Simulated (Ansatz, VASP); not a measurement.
Two plane-wave programs on Al12H3C

```
CELL_PARAMETERS angstrom
5.72757 0.00000 0.00000
2.86378 4.96022 0.00000
0.00000 0.00000 16.67654
ATOMIC_POSITIONS crystal
Al 0.16667 0.16667 0.05996
Al 0.66667 0.16667 0.05996
Al 0.16667 0.66667 0.05996
Al 0.66667 0.66667 0.05996
Al 0.83351 0.33322 0.20536
Al 0.33426 0.33165 0.20558
Al 0.83210 0.83381 0.20565
Al 0.33431 0.83395 0.20556
Al 0.99996 0.00030 0.34732
Al 0.50042 0.99968 0.39677
Al 0.00037 0.49915 0.34734
Al 0.50101 0.49960 0.34727
C 0.50025 0.99977 0.51699
H 0.59372 0.11336 0.54023
H 0.29335 0.09314 0.54029
H 0.61399 0.79279 0.54025
```

Alike in both runs: functional PBE; k mesh 3 × 3 × 1; occupations fermi-dirac, width 0.05 eV; no spin polarisation.

Ansatz relaxed the structure, and its values are those at the end. VASP's run is a single point on that final structure, the one shown.

|  | VASP | Ansatz |
| --- | --- | --- |
| version | VASP 6.6.1 | Ansatz 0.2.0 |
| potentials or method | VASP PAW PBE potentials, release 64 (Al, C, H) | scalar-relativistic, plane waves, PAW |
| plane-wave cutoff (eV) | 520 | 420 |
| valence electrons in the cell | 43 | 43 |

|  | VASP | Ansatz | Ansatz less VASP |
| --- | --- | --- | --- |
| rms of the force components (eV/Å) | 0.017 | 0.017 | -0.0009 |

Caveats: the k mesh is coarse (spacing up to 0.42 Å⁻¹), so the values aren't converged.
